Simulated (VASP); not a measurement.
Elastic constants (GPa) of a crystal from PBE GGA, VASP's PBE PAW potentials (set 64) in VASP:

|  | xx | yy | zz | yz | xz | xy |
|---|---|---|---|---|---|---|
| xx | 43.3 | 20.1 | 31.2 | 0.0 | -18.3 | 0.0 |
| yy | 20.1 | 119.1 | 53.4 | 0.0 | 6.0 | 0.0 |
| zz | 31.2 | 53.4 | 98.7 | 0.0 | -18.0 | 0.0 |
| yz | 0.0 | 0.0 | 0.0 | 43.6 | 0.0 | 10.4 |
| xz | -18.3 | 6.0 | -18.0 | 0.0 | 35.5 | 0.0 |
| xy | 0.0 | 0.0 | 0.0 | 10.4 | 0.0 | 23.0 |

Tensors are in the Cartesian frame of the cell as typed. Finite-difference elastic constants of metals are sensitive to mesh and smearing; shear constants can be off by tens of GPa.

Problem. Work out the Voigt, Reuss and Hill moduli, Young's modulus and Poisson's ratio.

Solution. All eigenvalues are positive (smallest 17.5 GPa), so the crystal is stable. K_V = (C11+C22+C33+2(C12+C13+C23))/9 = (261.1 + 2×104.7)/9 = 52.3 GPa; G_V = (261.1 − 104.7 + 3×102.1)/15 = 30.8 GPa. From the compliances, K_R = 31.9 GPa and G_R = 22.0 GPa. Hill: K = 42.1 GPa, G = 26.4 GPa, E = 9KG/(3K+G) = 65.6 GPa, ν = (3K−2G)/(2(3K+G)) = 0.240. K/G = 1.59, below Pugh's 1.75; universal anisotropy A^U = 2.64.

Problem. With a density of 5.53 g/cm³, what are the mean sound speeds?

Solution. v_l = √((K+4G/3)/ρ) = 3.74 km/s and v_t = √(G/ρ) = 2.19 km/s. The crystal is As (a7), trigonal.

The compound is As in the a7 structure. It was relaxed first.
